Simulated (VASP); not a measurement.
# Gap of Selenium, level by level, part 7 of 7

How does the gap of Selenium depend on the functional? The start is a cell from a database of measured crystal structures.

VASP 6.6.1, plane waves and PAW; the level of theory is named at each step.

So far, least gap on mesh and path (eV): step 2 (bands, level LDA, k 4×4×3) 0.913; step 11 (bands, level r2SCANh, k 4×4×3) 1.72; step 13 (bands, level PBE-EpsX, k 4×4×3) 1.45; step 14 (bands, level HSEsol, k 4×4×3) 1.72; step 15 (bands, level r2SCAN-EpsX, k 4×4×3) 1.67.

## 16. Bands with PBE + SOC

This step: PBE, spin-orbit coupling; plane waves and PAW (Se) (VASP 6.6.1).

Spin-orbit coupling needs spinors and the noncollinear program, where each band holds one electron.

Contents of INCAR:

```
SYSTEM = Se
PREC = Accurate
ENCUT = 400
EDIFF = 1E-06
NELM = 100
ISMEAR = 0
SIGMA = 0.02
LREAL = .FALSE.
ALGO = Normal
GGA = PE
LNONCOLLINEAR = .TRUE.
MAGMOM = 0 0 0 0 0 0 0 0 0
NBANDS = 30
GGA_COMPAT = .FALSE.
LASPH = .TRUE.
LSORBIT = .TRUE.
LORBIT = 11
LWAVE = .FALSE.
LCHARG = .FALSE.
KPAR = 4
```

Contents of POSCAR:

```
Se
1.0
    4.3662000000      0.0000000000      0.0000000000
   -2.1831000000      3.7812401180      0.0000000000
    0.0000000000      0.0000000000      4.9536000000
Se
3
Direct
    0.2254000000      0.0000000000      0.3333333333
    0.0000000000      0.2254000000      0.6666666667
    0.7746000000      0.7746000000      0.0000000000
```

Contents of KPOINTS:

```
Automatic mesh
0
Gamma
4 4 3
0 0 0
```

Contents of KPOINTS_OPT:

```
Line mode
16
Line-mode
Reciprocal
  0.00000000   0.00000000   0.00000000 GAMMA
  0.50000000   0.00000000   0.00000000 M

  0.50000000   0.00000000   0.00000000 M
  0.33333333   0.33333333   0.00000000 K

  0.33333333   0.33333333   0.00000000 K
  0.00000000   0.00000000   0.00000000 GAMMA

  0.00000000   0.00000000   0.00000000 GAMMA
  0.00000000   0.00000000   0.50000000 A

  0.00000000   0.00000000   0.50000000 A
  0.50000000   0.00000000   0.50000000 L

  0.50000000   0.00000000   0.50000000 L
  0.33333333   0.33333333   0.50000000 H

  0.33333333   0.33333333   0.50000000 H
  0.00000000   0.00000000   0.50000000 A

  0.50000000   0.00000000   0.50000000 L
  0.50000000   0.00000000   0.00000000 M

  0.33333333   0.33333333   0.00000000 K
  0.33333333   0.33333333   0.50000000 H
```

Potentials, in the order of the species: Se (PBE family, release 64).

The run is started by

```
$ mpirun -np 4 vasp_ncl
```

Numbers of over 12 decimals in the logs are rounded to 6 here.

Output:

```text
[... set-up lines as in an earlier step ...]
 entering main loop
       N       E                     dE             d eps       ncg     rms          rms(c)
DAV:   1     0.798353711521E+02    0.79835E+02   -0.60884E+03   660   0.809E+02
DAV:   2    -0.430573827929E+01   -0.84141E+02   -0.81023E+02   874   0.161E+02
DAV:   3    -0.105540247520E+02   -0.62483E+01   -0.61956E+01   808   0.468E+01
DAV:   4    -0.106158648893E+02   -0.61840E-01   -0.61803E-01   804   0.548E+00
[...]
DAV:  11    -0.105378451506E+02   -0.11025E-04   -0.75658E-06   784   0.185E-02    0.997E-03
DAV:  12    -0.105378499793E+02   -0.48287E-05   -0.37624E-06   774   0.129E-02    0.439E-03
DAV:  13    -0.105378509538E+02   -0.97445E-06   -0.76620E-07   580   0.571E-03
   1 F= -.10537851E+02 E0= -.10537851E+02  d E =-.452500E-32  mag=    -0.0000    -0.0000    -0.0000
 Start KPOINTS_OPT (optional k-point list driver)
k-point batch [1-11\144]
       N       E                     dE             ncg
DAV:   1     0.338631091381E+03   -0.44072E+03      660
DAV:   2    -0.625959772546E+03   -0.96459E+03      836
DAV:   3    -0.702556403355E+03   -0.76597E+02      856
DAV:   4    -0.703344162326E+03   -0.78776E+00      788
DAV:   5    -0.703350972734E+03   -0.68104E-02      780
DAV:   6    -0.703351071218E+03   -0.98484E-04      784
DAV:   7    -0.703351073101E+03   -0.18825E-05      744
DAV:   8    -0.703351073157E+03   -0.55620E-07      518
[...]
k-point batch [144-144\144]
       N       E                     dE             ncg
DAV:   1     0.504470689210E+04   -0.49223E+03       60
DAV:   2     0.496369663815E+04   -0.81010E+02       80
DAV:   3     0.495743349477E+04   -0.62631E+01       72
DAV:   4     0.495736005484E+04   -0.73440E-01       72
DAV:   5     0.495735915319E+04   -0.90165E-03       74
DAV:   6     0.495735914033E+04   -0.12869E-04       72
DAV:   7     0.495735913997E+04   -0.35566E-06       80
```

Wall time 33 s (4 MPI ranks of Intel Xeon 6975P-C (Granite Rapids), shared host); peak memory 1.1 GiB.

OUTCAR, selected parts (step 16):

```text
  Total        1.2359607      1.2359607      2.0833871     -0.0000000      0.0000000      0.0000000
  in kB       24.2134358     24.2134358     40.8151819     -0.0000000      0.0000000      0.0000000
  external PRESSURE =      29.7473511 kB  Pullay stress =       0.0000000 kB

 POSITION                                       TOTAL-FORCE (eV/Angst)
 -----------------------------------------------------------------------------------
      0.98414      0.00000      1.65120         0.428287     -0.000000      0.000000
     -0.49207      0.85229      3.30240        -0.214144      0.370908     -0.000000
      1.69103      2.92895      0.00000        -0.214144     -0.370908     -0.000000
 -----------------------------------------------------------------------------------
    total drift:                               -0.000000     -0.000001      0.000000

  FREE ENERGIE OF THE ION-ELECTRON SYSTEM (eV)
  ---------------------------------------------------
  free  energy   TOTEN  =       -10.5378509538 eV

  energy  without entropy=      -10.5378509538  energy(sigma->0) =      -10.53785095

 magnetization (x)
# of ion       s       p       d       tot
------------------------------------------
    1       -0.000  -0.000   0.000  -0.000
    2        0.000   0.000  -0.000   0.000
    3        0.000   0.000  -0.000   0.000
--------------------------------------------------
tot          0.000  -0.000  -0.000  -0.000

 magnetization (y)
# of ion       s       p       d       tot
------------------------------------------
    1       -0.000   0.000   0.000  -0.000
    2       -0.000  -0.000   0.000  -0.000
    3        0.000   0.000  -0.000   0.000
--------------------------------------------------
tot         -0.000   0.000   0.000  -0.000

 magnetization (z)
# of ion       s       p       d       tot
------------------------------------------
    1        0.000   0.000  -0.000  -0.000
    2        0.000  -0.000   0.000  -0.000
    3        0.000   0.000   0.000   0.000
--------------------------------------------------
tot          0.000  -0.000  -0.000  -0.000

[... 1 part as in an earlier step ...]

[... 2 further parts left out ...]
[key lines of the parts left out:]
E-fermi :   2.6156
```

At this level the cell is under a pressure of 3.0 GPa, so at these settings it is away from equilibrium.

Electronic bands along the path, in eV, zero at the valence-band top; v1 is the highest filled band, c1 the lowest empty one:

```tsv
point	v4	v3	v2	v1	c1	c2	c3	c4
Γ	-2.07	-2.07	-0.45	-0.45	1.79	1.79	1.92	1.92
0.53 of the way	-1.76	-1.65	-0.87	-0.84	1.86	1.89	2.01	2.03
M	-1.82	-1.82	-1.03	-1.03	1.91	1.91	2.31	2.31
0.47 of the way	-2.13	-2.09	-1.36	-1.35	2.25	2.27	2.79	2.80
K	-2.72	-2.72	-1.66	-1.66	2.98	3.01	3.08	3.08
0.53 of the way	-1.69	-1.68	-0.99	-0.97	2.02	2.05	2.11	2.14
Γ	-2.07	-2.07	-0.45	-0.45	1.79	1.79	1.92	1.92
0.47 of the way	-1.69	-1.61	-0.83	-0.82	1.40	1.49	1.50	1.59
A	-1.54	-1.54	-1.16	-1.16	1.15	1.15	1.17	1.17
0.53 of the way	-1.35	-1.30	-0.94	-0.90	1.54	1.66	1.98	2.09
L	-1.41	-1.41	0.00	0.00	1.61	1.61	2.67	2.67
0.53 of the way	-1.09	-1.08	-0.02	-0.02	1.34	1.36	2.63	2.64
H	-0.33	-0.33	-0.15	-0.12	1.00	1.00	2.63	2.65
0.47 of the way	-1.14	-1.09	-1.05	-1.03	1.46	1.50	2.29	2.31
A	-1.54	-1.54	-1.16	-1.16	1.15	1.15	1.17	1.17
jump to L	-1.41	-1.41	0.00	0.00	1.61	1.61	2.67	2.67
0.47 of the way	-1.84	-1.77	-0.84	-0.64	1.80	1.83	2.53	2.67
M	-1.82	-1.82	-1.03	-1.03	1.91	1.91	2.31	2.31
jump to K	-2.72	-2.72	-1.66	-1.66	2.98	3.01	3.08	3.08
0.47 of the way	-1.58	-1.49	-0.77	-0.60	2.25	2.34	3.14	3.16
H	-0.33	-0.33	-0.15	-0.12	1.00	1.00	2.63	2.65
```

The gap is 1.00 eV, indirect. That is the gap of PBE again; this run took 3.4 times the core time.

## 17. The ladder as a table

This step: ladder of functionals on one cell; plane waves and PAW (VASP 6.6.1).

Derived from the runs above.

A gap of 0 means none; cost is the wall time of each run, as given at its step, times its ranks, without the set-up around it. Results by level, by row:

```tsv
level	gap (eV)	least direct gap (eV)	pressure (GPa)	cost (core minutes)
LDA	0.913	1.098	-0.91	0.64
PBEsol	0.947	1.134	0.34	0.653
PBE	0.998	1.188	2.9	0.653
r2SCAN	1.26	1.463	1.28	2.2
TB-mBJ	1.46	1.667	-	1.12
TPSS	1.104	1.302	2.33	2.4
AM05	0.971	1.161	0.87	0.693
HSE06	1.783	2.016	-	5.33
r2SCANh	1.721	1.958	-	5.47
PBE-EpsX	1.448	1.677	-	4.8
HSEsol	1.72	1.952	-	5.47
r2SCAN-EpsX	1.673	1.908	-	5.33
PBE + SOC	0.997	1.098	2.97	2.2
```

## 18. What came out

```json
{
 "gap, LDA": "0.913 eV",
 "gap, PBEsol": "0.947 eV",
 "gap, PBE": "0.998 eV",
 "gap, r2SCAN": "1.26 eV",
 "gap, TB-mBJ": "1.46 eV",
 "gap, TPSS": "1.10 eV",
 "gap, AM05": "0.971 eV",
 "gap, HSE06": "1.78 eV",
 "gap, r2SCANh": "1.72 eV",
 "gap, PBE-EpsX": "1.45 eV",
 "gap, HSEsol": "1.72 eV",
 "gap, r2SCAN-EpsX": "1.67 eV",
 "gap, PBE + SOC": "0.997 eV"
}
```

In words: For Selenium, without spin-orbit coupling, the functional decides between a gap of 0.913 eV (LDA) and 1.78 eV (HSE06), while across these levels the cost spans a factor of 8.5. HSE06 moves the gap by +0.78 eV from PBE, at about 8.2 times the core time, though on fewer points of the path. On r2SCAN the gap grows with the share of exact exchange: 1.26 eV at none, 1.67 eV at 0.09, 1.72 eV at 0.10. Spin-orbit coupling changes the PBE gap by -0.00 eV. TB-mBJ lands -0.32 eV from HSE06 at 21 % of its cost. All levels use one geometry and one mesh, kept coarse to afford the hybrids, so no gap here is fully converged. Costs come from a shared host, and the hybrids use PRECFOCK = Fast. These are single-particle gaps of a static lattice, without excitons or temperature.

[Lines on the potential files, build, host, timing and source positions are cut from VASP's logs without a mark.]

[Logs are printed without paths, hosts, clocks, repeated set-up lines and the standing remarks that a program may print on its own settings, such as how far it seeks lower states.]

[Hosts, paths, dates, database ids (printed as entryN), source tags and the programs' standing remarks are cut or masked in the printed files.]

[Measured values are set beside computed ones only where the two were judged alike; some that the calculation misses by far are left out.]
